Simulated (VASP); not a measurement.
Energy against volume of Ni (fcc). Level of theory: PBE GGA with D3 dispersion (zero damping), VASP's PBE PAW potentials (set 64) (plane waves; VASP).

| V (Å³/atom) | E (eV/atom) |
|---|---|
| 9.861 | -5.84494 |
| 10.176 | -5.86718 |
| 10.490 | -5.87419 |
| 10.805 | -5.86851 |
| 11.120 | -5.85225 |

Question: Fit a third-order Birch-Murnaghan equation of state.

Answer: 
```json
{
  "volume_per_atom": "10.50 Å^3/atom",
  "bulk_modulus": "214 GPa",
  "pressure_derivative_of_the_bulk_modulus": "5.08",
  "lattice_constant_a": "3.476 Å"
}
```

Measured: bulk modulus 192 GPa at 0 K (computed value off by +11.2 %), as given by Daniel Mejia-Rodriguez et al., Physical Review B (2018), arXiv:1807.09216 [0 K value with the zero-point phonon effect removed]; a 3.508 Å at 0 K (computed value off by -0.9 %), as given by Daniel Mejia-Rodriguez et al., Physical Review B (2018), arXiv:1807.09216 [static lattice: zero-point anharmonic expansion removed].

The compound is Ni in the fcc structure. It was relaxed first.
